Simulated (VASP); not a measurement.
```
CELL_PARAMETERS angstrom
     -1.55735     1.55735     1.55735
      1.55735    -1.55735     1.55735
      1.55735     1.55735    -1.55735
ATOMIC_POSITIONS crystal
  Mo 0.00000 0.00000 0.00000
```

These are RPBE GGA, VASP's PBE PAW potentials (set 64) (plane waves; VASP) values and carry that method's errors. Settings: 520 eV cut-off, 16×16×16 Γ-centred mesh, first-order Methfessel-Paxton smearing of 0.10 eV, potentials Mo_sv.

Task: Give the stress tensor in GPa (positive for a compressed cell).

Result: 
```
16.62   0.00   0.00
 0.00  16.62   0.00
 0.00   0.00  16.62
```
The pressure is its mean diagonal, 16.62 GPa.

The compound is Mo in the bcc structure. This cell is one point of a volume scan, at 0.94 of the reference volume.
